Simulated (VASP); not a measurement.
Output of a VASP run:

### OSZICAR
```
       N       E                     dE             d eps       ncg     rms          rms(c)
DAV:   1     0.635677827827E+02    0.63568E+02   -0.67451E+03  3266   0.113E+03
DAV:   2    -0.117174884517E+02   -0.75285E+02   -0.71485E+02  3450   0.222E+02
DAV:   3    -0.149672824048E+02   -0.32498E+01   -0.31696E+01  4147   0.560E+01
DAV:   4    -0.150158002049E+02   -0.48518E-01   -0.48466E-01  3855   0.642E+00
DAV:   5    -0.150169874977E+02   -0.11873E-02   -0.11870E-02  4151   0.104E+00    0.108E+01
DAV:   6    -0.158466136765E+02   -0.82963E+00   -0.13723E+01  3495   0.937E+01    0.109E+01
DAV:   7    -0.143153468429E+02    0.15313E+01   -0.48586E+00  3905   0.645E+01    0.293E+00
DAV:   8    -0.143061137746E+02    0.92331E-02   -0.44869E-01  4571   0.723E+00    0.157E+00
DAV:   9    -0.142835096743E+02    0.22604E-01   -0.89203E-02  3913   0.732E+00    0.317E-01
DAV:  10    -0.142840670357E+02   -0.55736E-03   -0.51057E-03  3845   0.669E-01    0.907E-02
DAV:  11    -0.142842086173E+02   -0.14158E-03   -0.21743E-04  4021   0.143E-01    0.207E-02
DAV:  12    -0.142842216295E+02   -0.13012E-04   -0.25471E-05  3880   0.467E-02    0.156E-02
DAV:  13    -0.142842200237E+02    0.16058E-05   -0.15866E-05  3968   0.915E-02    0.516E-03
DAV:  14    -0.142842202274E+02   -0.20365E-06   -0.11194E-06  2730   0.202E-02
   1 F= -.14284220E+02 E0= -.14283906E+02  d E =-.942738E-03
```

OUTCAR:
```
------------------------ aborting loop because EDIFF is reached ----------------------------------------
  FORCE on cell =-STRESS in cart. coord.  units (eV):
  Direction    XX          YY          ZZ          XY          YZ          ZX
  --------------------------------------------------------------------------------------
  Total       -2.7307156     -2.7574145     -2.7417336      0.0000000      0.0000000      0.0000000
  in kB     -103.0382773   -104.0457093   -103.4540207      0.0000000      0.0000000      0.0000000
  external PRESSURE =    -103.5126691 kB  Pullay stress =       0.0000000 kB
  volume of cell :       42.46
      direct lattice vectors                 reciprocal lattice vectors
     0.000000000  2.773030000  2.769773000    -0.180888219  0.180308183  0.180520209
     2.764138000  0.000000000  2.769773000     0.180888219 -0.180308183  0.180520209
     2.764138000  2.773030000  0.000000000     0.180888219  0.180308183 -0.180520209
 POSITION                                       TOTAL-FORCE (eV/Angst)
 -----------------------------------------------------------------------------------
      1.38207      1.38651      1.38489         0.124723      0.000000      0.000000
      4.14621      4.15954      4.15466         0.124723      0.000000      0.000000
      0.04019      2.77303      2.76977        -0.249445      0.000000      0.000000
 -----------------------------------------------------------------------------------
    total drift:                               -0.000298     -0.000001     -0.000001
  FREE ENERGIE OF THE ION-ELECTRON SYSTEM (eV)
  ---------------------------------------------------
  free  energy   TOTEN  =       -14.2842202274 eV

  energy  without entropy=      -14.2832774897  energy(sigma->0) =      -14.28390598

 total charge

# of ion       s       p       d       tot
------------------------------------------
    1        0.757   0.786   0.000   1.543
    2        0.757   0.786   0.000   1.543
    3        0.499   0.658   8.672   9.829
--------------------------------------------------
tot          2.013   2.229   8.672  12.914
```
(Selected blocks of OUTCAR.)

**POSCAR**
```
NiSi2
1
    0.0000000000     2.7730300000     2.7697730000
    2.7641380000     0.0000000000     2.7697730000
    2.7641380000     2.7730300000     0.0000000000
Si Ni
2 1
Direct
  0.2500000000   0.2500000000   0.2500000000
  0.7500000000   0.7500000000   0.7500000000
 -0.0072690000   0.0072690000   0.0072690000
```

Task: Reconstruct the remaining input files.

Result: This is not unique; one that fits is the input of the run itself, PBE GGA + U (Dudarev), plane waves, VASP's PBE PAW potentials (set 64).

INCAR:
```
ALGO=Normal
EDIFF=1E-6
ENCUT=400
GGA=PE
ISIF=2
ISMEAR=1
LASPH=.TRUE.
LCHARG=.FALSE.
LDAU=.TRUE.
LDAUJ=0 0
LDAUL=-1 2
LDAUPRINT=1
LDAUTYPE=2
LDAUU=0 5.0
LMAXMIX=2
LORBIT=10
LREAL=.FALSE.
LWAVE=.FALSE.
NELM=100
PREC=Accurate
SIGMA=0.1
SYSTEM=NiSi2
```

KPOINTS:
```
Automatic mesh
0
G
 9 9 9
0 0 0
```

POTCAR, in this order: Si Ni (PBE.64 set). Program: vasp_std.

The compound is NiSi2 in the fluorite structure. The cell was not relaxed at this level, atoms are displaced from their ideal sites. The run is one of a series of settings (LDAU = .TRUE., LDAUJ = 0 0, LDAUL = -1 2, LDAUTYPE = 2, LDAUU = 0 5.0, LMAXMIX = 2 against the base run), some of them coarse on purpose. The run is not spin-polarised, so no magnetic state was tried.
